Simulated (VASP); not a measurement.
# SiO2: what each functional gives, and what it costs, part 2 of 4

Wanted: bands and gap of SiO2 from one functional after another. LASPH is on for some levels and off for others; the table marks which. The start is a cell from a database of measured crystal structures.

VASP 6.6.1, plane waves and PAW; the level of theory is named at each step.

So far, least gap on mesh and path (eV): step 2 (bands, level LDA) 5.74.

### Step 3. Bands with PBE

This step: PBE; plane waves and PAW (Si, O) (VASP 6.6.1).

PBE, the usual starting point, adds the gradient of the density.

Contents of INCAR:

```
SYSTEM = SiO2
PREC = Accurate
ENCUT = 520
EDIFF = 1E-06
NELM = 100
ISMEAR = 0
SIGMA = 0.02
LREAL = .FALSE.
ALGO = Normal
GGA = PE
NBANDS = 46
LORBIT = 11
LWAVE = .FALSE.
LCHARG = .FALSE.
KPAR = 2
NCORE = 4
```

Contents of POSCAR:

```
SiO2
1.0
    4.9163600000      0.0000000000      0.0000000000
   -2.4581800000      4.2576926541      0.0000000000
    0.0000000000      0.0000000000      5.4084000000
Si O
3 6
Direct
    0.4697300000      0.0000000000      0.6666666667
    0.0000000000      0.4697300000      0.3333333333
    0.5302700000      0.5302700000      0.0000000000
    0.4135400000      0.2675800000      0.7855800000
    0.7324200000      0.1459600000      0.4522466667
    0.8540400000      0.5864600000      0.1189133333
    0.2675800000      0.4135400000      0.2144200000
    0.1459600000      0.7324200000      0.5477533333
    0.5864600000      0.8540400000      0.8810866667
```

Contents of KPOINTS:

```
Automatic mesh
0
Gamma
3 3 3
0 0 0
```

Contents of KPOINTS_OPT:

```
Line mode
12
Line-mode
Reciprocal
  0.00000000   0.00000000   0.00000000 GAMMA
  0.50000000   0.00000000   0.00000000 M

  0.50000000   0.00000000   0.00000000 M
  0.33333333   0.33333333   0.00000000 K

  0.33333333   0.33333333   0.00000000 K
  0.00000000   0.00000000   0.00000000 GAMMA

  0.00000000   0.00000000   0.00000000 GAMMA
  0.00000000   0.00000000   0.50000000 A

  0.00000000   0.00000000   0.50000000 A
  0.50000000   0.00000000   0.50000000 L

  0.50000000   0.00000000   0.50000000 L
  0.33333333   0.33333333   0.50000000 H

  0.33333333   0.33333333   0.50000000 H
  0.00000000   0.00000000   0.50000000 A

  0.50000000   0.00000000   0.50000000 L
  0.50000000   0.00000000   0.00000000 M

  0.33333333   0.33333333   0.00000000 K
  0.33333333   0.33333333   0.50000000 H
```

The projector-augmented-wave data sets are Si and O (PBE family, release 64).

On the command line:

```
$ mpirun -np 8 vasp_std
```

Log:

```text
[banner, memory and clock lines left out]
running    8 mpi-ranks, on    1 nodes
 distrk:  each k-point on    4 cores,    2 groups
 distr:  one band on    4 cores,    1 groups

 POSCAR found type information on POSCAR SiO
 POSCAR found :  2 types and       9 ions
 LDA part: xc-table for (Slater+PW92), standard interpolation
 POSCAR, INCAR and KPOINTS ok, starting setup
 FFT: planning ... GRIDC
 FFT: planning ... GRID_SOFT
 FFT: planning ... GRID
 WAVECAR not read
 entering main loop
       N       E                     dE             d eps       ncg     rms          rms(c)
DAV:   1     0.228712225983E+03    0.22871E+03   -0.24370E+04   644   0.971E+02
DAV:   2    -0.656221661763E+02   -0.29433E+03   -0.28310E+03   782   0.245E+02
DAV:   3    -0.804722381406E+02   -0.14850E+02   -0.14754E+02   784   0.525E+01
DAV:   4    -0.805905456754E+02   -0.11831E+00   -0.11828E+00   748   0.528E+00
DAV:   5    -0.805916421179E+02   -0.10964E-02   -0.10964E-02   764   0.482E-01    0.257E+01
DAV:   6    -0.710058190436E+02    0.95858E+01   -0.22499E+01   692   0.232E+01    0.127E+01
DAV:   7    -0.710156134045E+02   -0.97944E-02   -0.87756E-01   730   0.384E+00    0.438E+00
DAV:   8    -0.710123294147E+02    0.32840E-02   -0.39453E-02   772   0.125E+00    0.178E+00
DAV:   9    -0.710245897691E+02   -0.12260E-01   -0.27589E-02   698   0.901E-01    0.322E-01
DAV:  10    -0.710262649950E+02   -0.16752E-02   -0.20382E-03   730   0.193E-01    0.760E-02
DAV:  11    -0.710263194425E+02   -0.54448E-04   -0.21871E-04   750   0.852E-02    0.133E-02
DAV:  12    -0.710263312404E+02   -0.11798E-04   -0.19332E-05   744   0.199E-02    0.150E-02
DAV:  13    -0.710263331396E+02   -0.18991E-05   -0.55823E-06   742   0.112E-02    0.500E-03
DAV:  14    -0.710263336170E+02   -0.47748E-06   -0.33607E-07   572   0.269E-03
   1 F= -.71026334E+02 E0= -.71026334E+02  d E =-.121405E-13
 Start KPOINTS_OPT (optional k-point list driver)
k-point batch [1-7\108]
       N       E                     dE             ncg
DAV:   1     0.256798308305E+02   -0.18563E+04      652
DAV:   2    -0.182684779518E+04   -0.18525E+04      794
DAV:   3    -0.192542020257E+04   -0.98572E+02      786
DAV:   4    -0.192622402506E+04   -0.80382E+00      752
DAV:   5    -0.192623205405E+04   -0.80290E-02      798
DAV:   6    -0.192623217807E+04   -0.12401E-03      768
DAV:   7    -0.192623218049E+04   -0.24252E-05      734
DAV:   8    -0.192623218058E+04   -0.91738E-07      538
[...]
k-point batch [106-108\108]
       N       E                     dE             ncg
DAV:   1     0.560593115954E+04   -0.42786E+04      276
DAV:   2     0.479961635907E+04   -0.80631E+03      338
DAV:   3     0.475800369820E+04   -0.41613E+02      344
DAV:   4     0.475765858241E+04   -0.34512E+00      336
DAV:   5     0.475765512766E+04   -0.34548E-02      318
DAV:   6     0.475765507467E+04   -0.52987E-04      352
DAV:   7     0.475765507363E+04   -0.10430E-05      280
DAV:   8     0.475765507359E+04   -0.37209E-07      272
```

Wall time 25 s (8 MPI ranks of Intel Xeon 6975P-C (Granite Rapids), shared host); peak memory 1.3 GiB; 2.7 min of CPU time.

Parts of OUTCAR (step 3):

```text
 Found      7 irreducible k-points:

   NELECT =      48.0000    total number of electrons

 E-fermi :   1.1929

 k-point     1 :       0.0000    0.0000    0.0000
  band No.  band energies     occupation
    ...
     20       0.0908      2.00000
     21       0.0908      2.00000
     22       0.4071      2.00000
     23       0.7742      2.00000
     24       0.7742      2.00000
     25       7.0787      0.00000
     26      10.3899      0.00000
     27      10.3899      0.00000
     28      10.8509      0.00000
     29      10.8509      0.00000
    ...

 k-point     2 :       0.3333    0.0000    0.0000
  band No.  band energies     occupation
    ...
     20      -0.0129      2.00000
     21       0.0684      2.00000
     22       0.2643      2.00000
     23       0.8479      2.00000
     24       1.0011      2.00000
     25       8.5044      0.00000
     26      10.3988      0.00000
     27      10.5160      0.00000
     28      11.0146      0.00000
     29      11.3643      0.00000
    ...

  Total        4.9763681      4.9763681      4.9688216      0.0000000      0.0000000      0.0000000
  in kB       70.4265303     70.4265303     70.3197301      0.0000000      0.0000000      0.0000000
  external PRESSURE =      70.3909302 kB  Pullay stress =       0.0000000 kB

 POSITION                                       TOTAL-FORCE (eV/Angst)
 -----------------------------------------------------------------------------------
      2.30936      0.00000      3.60560         0.037890      0.000000      0.000000
     -1.15468      1.99997      1.80280        -0.018945      0.032814      0.000000
      1.30350      2.25773      0.00000        -0.018945     -0.032814      0.000000
      1.37535      1.13927      4.24873        -0.321212      0.024644     -0.140768
      3.24204      0.62145      2.44593         0.139264     -0.290500     -0.140768
      2.75714      2.49697      0.64313         0.181948      0.265856     -0.140768
      0.29896      1.76073      1.15967         0.181948     -0.265856      0.140768
     -1.08283      3.11842      2.96247        -0.321212     -0.024644      0.140768
      0.78386      3.63624      4.76527         0.139264      0.290500      0.140768
 -----------------------------------------------------------------------------------
    total drift:                                0.000000      0.000001      0.000000

  FREE ENERGIE OF THE ION-ELECTRON SYSTEM (eV)
  ---------------------------------------------------
  free  energy   TOTEN  =       -71.0263336170 eV

  energy  without entropy=      -71.0263336170  energy(sigma->0) =      -71.02633362

 total charge
# of ion       s       p       d       tot
------------------------------------------
    1        0.649   1.015   0.000   1.664
    2        0.649   1.015   0.000   1.664
    3        0.649   1.015   0.000   1.664
    4        1.551   3.709   0.000   5.260
    5        1.551   3.709   0.000   5.260
    6        1.551   3.709   0.000   5.260
    7        1.551   3.709   0.000   5.260
    8        1.551   3.709   0.000   5.260
    9        1.551   3.709   0.000   5.260
--------------------------------------------------
tot         11.250  25.302   0.000  36.552

[... 9 parts as in an earlier step ...]

[... 5 further parts left out ...]
```

At this level the cell is under a pressure of 7.0 GPa, so at these settings it is away from equilibrium.

This step gave:

* SCF cycles: 14
* free energy (TOTEN): -71.0263 eV
* Fermi energy: 1.193 eV
* pressure: 7.039 GPa
* least gap on mesh and path: 5.986 eV
* least direct gap on mesh and path: 6.283 eV

The electronic bands at the labelled points (eV, zero at the valence-band top; v1 is the highest filled band, c1 the lowest empty one):

| point | v4 | v3 | v2 | v1 | c1 | c2 | c3 | c4 |
| --- | --- | --- | --- | --- | --- | --- | --- | --- |
| Γ | -1.00 | -0.69 | -0.32 | -0.32 | 5.99 | 9.30 | 9.30 | 9.76 |
| 0.45 of the way | -1.00 | -0.83 | -0.25 | -0.17 | 6.73 | 9.29 | 9.36 | 9.85 |
| M | -1.04 | -0.78 | -0.27 | -0.04 | 8.24 | 8.99 | 9.70 | 9.71 |
| 0.55 of the way | -1.11 | -0.61 | -0.32 | -0.01 | 8.47 | 9.06 | 9.57 | 9.96 |
| K | -1.23 | -0.44 | -0.44 | 0.00 | 8.91 | 8.91 | 9.42 | 10.35 |
| 0.55 of the way | -0.90 | -0.89 | -0.25 | -0.14 | 6.95 | 9.28 | 9.43 | 9.88 |
| Γ | -1.00 | -0.69 | -0.32 | -0.32 | 5.99 | 9.30 | 9.30 | 9.76 |
| 0.45 of the way | -1.05 | -0.56 | -0.25 | -0.11 | 6.49 | 9.14 | 9.28 | 9.30 |
| A | -1.21 | -0.21 | -0.21 | -0.09 | 7.94 | 7.94 | 9.04 | 9.73 |
| 0.45 of the way | -1.10 | -0.41 | -0.38 | -0.14 | 8.27 | 8.38 | 9.32 | 9.72 |
| L | -0.89 | -0.84 | -0.60 | -0.19 | 8.90 | 9.38 | 9.66 | 9.82 |
| 0.45 of the way | -0.86 | -0.85 | -0.62 | -0.31 | 8.93 | 9.53 | 9.74 | 9.85 |
| H | -0.94 | -0.77 | -0.59 | -0.59 | 8.99 | 9.78 | 9.78 | 10.09 |
| 0.55 of the way | -1.08 | -0.50 | -0.36 | -0.20 | 8.37 | 8.51 | 9.37 | 9.86 |
| A | -1.21 | -0.21 | -0.21 | -0.09 | 7.94 | 7.94 | 9.04 | 9.73 |
| jump to L | -0.89 | -0.84 | -0.60 | -0.19 | 8.90 | 9.38 | 9.66 | 9.82 |
| 0.45 of the way | -0.97 | -0.71 | -0.48 | -0.13 | 8.58 | 9.11 | 9.56 | 10.03 |
| M | -1.04 | -0.78 | -0.27 | -0.04 | 8.24 | 8.99 | 9.70 | 9.71 |
| jump to K | -1.23 | -0.44 | -0.44 | 0.00 | 8.91 | 8.91 | 9.42 | 10.35 |
| 0.55 of the way | -1.00 | -0.57 | -0.53 | -0.23 | 8.92 | 9.27 | 9.63 | 10.18 |
| H | -0.94 | -0.77 | -0.59 | -0.59 | 8.99 | 9.78 | 9.78 | 10.09 |

Of the projections kept (Si, O), the largest for each band there; the rest of the weight can lie on other orbitals:

| point | v4 | v3 | v2 | v1 | c1 | c2 | c3 | c4 |
| --- | --- | --- | --- | --- | --- | --- | --- | --- |
| Γ | O 0.97 | O 0.96 | O 0.99 | O 0.99 | O 0.70 | Si 0.65 | Si 0.65 | O 0.52 |
| M | O 0.99 | O 0.99 | O 0.99 | O 0.99 | O 0.67 | O 0.74 | Si 0.55 | Si 0.59 |
| K | O 0.99 | O 0.99 | O 0.99 | O 1.00 | O 0.70 | O 0.70 | O 0.66 | Si 0.61 |
| Γ | O 0.97 | O 0.96 | O 0.99 | O 0.99 | O 0.70 | Si 0.65 | Si 0.65 | O 0.52 |
| A | O 0.98 | O 0.98 | O 0.98 | O 0.99 | O 0.77 | O 0.77 | Si 0.94 | Si 0.72 |
| L | O 0.99 | O 0.96 | O 0.99 | O 1.00 | Si 0.54 | Si 0.50 | O 0.80 | O 0.57 |

Force by atom:

| atom | x (eV/Å) | y (eV/Å) | z (eV/Å) | size |
| --- | --- | --- | --- | --- |
| Si1 | 0.038 | 0.000 | 0.000 | 0.038 |
| Si2 | -0.019 | 0.033 | 0.000 | 0.038 |
| Si3 | -0.019 | -0.033 | 0.000 | 0.038 |
| O4 | -0.321 | 0.025 | -0.141 | 0.352 |
| O5 | 0.139 | -0.290 | -0.141 | 0.352 |
| O6 | 0.182 | 0.266 | -0.141 | 0.352 |
| O7 | 0.182 | -0.266 | 0.141 | 0.352 |
| O8 | -0.321 | -0.025 | 0.141 | 0.352 |
| O9 | 0.139 | 0.290 | 0.141 | 0.352 |

The gap is 5.99 eV, indirect, from K to Γ. Against LDA that is +0.24 eV; the cost is about the same.

### Step 4. Bands with r2SCAN

This step: r2SCAN; plane waves and PAW (Si, O) (VASP 6.6.1).

r2SCAN adds the kinetic-energy density, costs more than a GGA and is run with LASPH.

INCAR, as its differences from that of step 3:

```diff
@@ -9,3 +9,4 @@
 ALGO = Normal
-GGA = PE
+METAGGA = R2SCAN
+LASPH = .TRUE.
 NBANDS = 46
```

POSCAR is that of step 3.

KPOINTS is that of step 3.

KPOINTS_OPT is that of step 3.

On the command line:

```
$ mpirun -np 8 vasp_std
```

Log:

```text
[banner, memory and clock lines left out]
running    8 mpi-ranks, on    1 nodes
[...]
[... a notice as in an earlier step ...]

 LDA part: xc-table for (None), standard interpolation
 POSCAR, INCAR and KPOINTS ok, starting setup
[...]
entering main loop
       N       E                     dE             d eps       ncg     rms          rms(c)
DAV:   1     0.202236932969E+03    0.20224E+03   -0.24826E+04   644   0.992E+02
DAV:   2    -0.979675127582E+02   -0.30020E+03   -0.28816E+03   782   0.251E+02
DAV:   3    -0.113044857643E+03   -0.15077E+02   -0.14983E+02   784   0.533E+01
DAV:   4    -0.113157758881E+03   -0.11290E+00   -0.11287E+00   732   0.519E+00
[...]
DAV:  12    -0.894245119164E+02    0.19814E-05   -0.16790E-05   794   0.218E-02    0.284E-02
DAV:  13    -0.894245095000E+02    0.24164E-05   -0.38010E-06   720   0.999E-03    0.486E-03
DAV:  14    -0.894245098241E+02   -0.32413E-06   -0.24101E-07   570   0.248E-03
   1 F= -.89424510E+02 E0= -.89424510E+02  d E =-.318450E-25
 Start KPOINTS_OPT (optional k-point list driver)
k-point batch [1-7\108]
       N       E                     dE             ncg
DAV:   1    -0.127536392823E+03   -0.20096E+04      644
DAV:   2    -0.207522148294E+04   -0.19477E+04      786
DAV:   3    -0.217659600642E+04   -0.10137E+03      792
DAV:   4    -0.217735490755E+04   -0.75890E+00      768
DAV:   5    -0.217736188814E+04   -0.69806E-02      802
DAV:   6    -0.217736199135E+04   -0.10321E-03      770
DAV:   7    -0.217736199337E+04   -0.20145E-05      714
DAV:   8    -0.217736199344E+04   -0.74604E-07      570
[...]
k-point batch [106-108\108]
       N       E                     dE             ncg
DAV:   1     0.552903376710E+04   -0.43555E+04      276
DAV:   2     0.469202476335E+04   -0.83701E+03      346
DAV:   3     0.465037218710E+04   -0.41653E+02      336
DAV:   4     0.465005533817E+04   -0.31685E+00      336
DAV:   5     0.465005238404E+04   -0.29541E-02      326
DAV:   6     0.465005234052E+04   -0.43516E-04      344
DAV:   7     0.465005233968E+04   -0.84862E-06      286
```

Run time: 74 s. Hardware: 8 MPI ranks; peak memory 1.4 GiB; 8.2 min of CPU time.

From OUTCAR (step 4):

```text
  Total        1.1892130      1.1892130      1.1488543      0.0000000      0.0000000      0.0000000
  in kB       16.8299734     16.8299734     16.2588093      0.0000000      0.0000000      0.0000000
  external PRESSURE =      16.6395854 kB  Pullay stress =       0.0000000 kB

 POSITION                                       TOTAL-FORCE (eV/Angst)
 -----------------------------------------------------------------------------------
      2.30936      0.00000      3.60560         0.015946      0.000000     -0.000000
     -1.15468      1.99997      1.80280        -0.007973      0.013809     -0.000000
      1.30350      2.25773      0.00000        -0.007973     -0.013809     -0.000000
      1.37535      1.13927      4.24873        -0.089898      0.040648     -0.018699
      3.24204      0.62145      2.44593         0.009747     -0.098178     -0.018699
      2.75714      2.49697      0.64313         0.080151      0.057530     -0.018699
      0.29896      1.76073      1.15967         0.080151     -0.057530      0.018699
     -1.08283      3.11842      2.96247        -0.089898     -0.040648      0.018699
      0.78386      3.63624      4.76527         0.009747      0.098178      0.018699
 -----------------------------------------------------------------------------------
    total drift:                               -0.000029     -0.000049      0.000000

  FREE ENERGIE OF THE ION-ELECTRON SYSTEM (eV)
  ---------------------------------------------------
  free  energy   TOTEN  =       -89.4245098241 eV

  energy  without entropy=      -89.4245098241  energy(sigma->0) =      -89.42450982

[... 2 parts as in an earlier step ...]

[... 1 further part left out ...]
[key lines of the parts left out:]
E-fermi :   0.7730
```

The PAW data sets were made with PBE, which is usual practice but a small mismatch for other functionals.

Electronic bands along the path, in eV, zero at the valence-band top; v1 is the highest filled band, c1 the lowest empty one:

| point | v4 | v3 | v2 | v1 | c1 | c2 | c3 | c4 |
| --- | --- | --- | --- | --- | --- | --- | --- | --- |
| Γ | -1.02 | -0.69 | -0.32 | -0.32 | 6.64 | 10.10 | 10.10 | 10.62 |
| 0.45 of the way | -1.02 | -0.84 | -0.25 | -0.17 | 7.40 | 10.12 | 10.22 | 10.70 |
| M | -1.05 | -0.80 | -0.27 | -0.04 | 9.00 | 9.74 | 10.54 | 10.58 |
| 0.55 of the way | -1.13 | -0.62 | -0.33 | -0.01 | 9.22 | 9.81 | 10.41 | 10.81 |
| K | -1.25 | -0.45 | -0.45 | 0.00 | 9.67 | 9.67 | 10.21 | 11.28 |
| 0.55 of the way | -0.92 | -0.90 | -0.25 | -0.14 | 7.62 | 10.13 | 10.29 | 10.74 |
| Γ | -1.02 | -0.69 | -0.32 | -0.32 | 6.64 | 10.10 | 10.10 | 10.62 |
| 0.45 of the way | -1.07 | -0.57 | -0.25 | -0.11 | 7.15 | 10.00 | 10.04 | 10.06 |
| A | -1.23 | -0.22 | -0.22 | -0.09 | 8.64 | 8.64 | 9.74 | 10.66 |
| 0.45 of the way | -1.12 | -0.42 | -0.39 | -0.15 | 9.02 | 9.10 | 10.06 | 10.62 |
| L | -0.90 | -0.85 | -0.61 | -0.20 | 9.87 | 10.26 | 10.35 | 10.56 |
| 0.45 of the way | -0.87 | -0.86 | -0.63 | -0.31 | 9.91 | 10.40 | 10.43 | 10.61 |
| H | -0.95 | -0.78 | -0.60 | -0.60 | 10.03 | 10.53 | 10.53 | 10.95 |
| 0.55 of the way | -1.10 | -0.50 | -0.37 | -0.20 | 9.15 | 9.23 | 10.14 | 10.76 |
| A | -1.23 | -0.22 | -0.22 | -0.09 | 8.64 | 8.64 | 9.74 | 10.66 |
| jump to L | -0.90 | -0.85 | -0.61 | -0.20 | 9.87 | 10.26 | 10.35 | 10.56 |
| 0.45 of the way | -0.99 | -0.72 | -0.48 | -0.13 | 9.39 | 9.91 | 10.38 | 10.84 |
| M | -1.05 | -0.80 | -0.27 | -0.04 | 9.00 | 9.74 | 10.54 | 10.58 |
| jump to K | -1.25 | -0.45 | -0.45 | 0.00 | 9.67 | 9.67 | 10.21 | 11.28 |
| 0.55 of the way | -1.01 | -0.58 | -0.54 | -0.24 | 9.84 | 9.96 | 10.44 | 11.10 |
| H | -0.95 | -0.78 | -0.60 | -0.60 | 10.03 | 10.53 | 10.53 | 10.95 |

Of the projections kept (Si, O), the largest for each band there; the rest of the weight can lie on other orbitals:

| point | v4 | v3 | v2 | v1 | c1 | c2 | c3 | c4 |
| --- | --- | --- | --- | --- | --- | --- | --- | --- |
| Γ | O 0.97 | O 0.96 | O 0.99 | O 0.99 | O 0.72 | Si 0.62 | Si 0.62 | O 0.51 |
| M | O 0.99 | O 0.99 | O 0.99 | O 0.99 | O 0.71 | O 0.77 | Si 0.62 | Si 0.53 |
| K | O 0.99 | O 0.99 | O 0.99 | O 1.00 | O 0.73 | O 0.73 | O 0.69 | Si 0.60 |
| Γ | O 0.97 | O 0.96 | O 0.99 | O 0.99 | O 0.72 | Si 0.62 | Si 0.62 | O 0.51 |
| A | O 0.98 | O 0.98 | O 0.98 | O 0.99 | O 0.79 | O 0.79 | Si 0.95 | Si 0.72 |
| L | O 0.99 | O 0.96 | O 0.99 | O 1.00 | Si 0.52 | O 0.63 | O 0.81 | Si 0.61 |

The gap is 6.64 eV, indirect, from K to Γ. Against LDA that is +0.89 eV; this run took 3.1 times the core time.

(Continued in part 3 of 4.)

[Lines on the potential files, build, host, timing and source positions are cut from VASP's logs without a mark.]

[Logs are printed without paths, hosts, clocks, repeated set-up lines and the standing remarks that a program may print on its own settings, such as how far it seeks lower states.]

[Hosts, paths, dates, database ids (printed as entryN), source tags and the programs' standing remarks are cut or masked in the printed files.]

[A measured line is paired with the nearest computed mode of its activity, which favours agreement.]
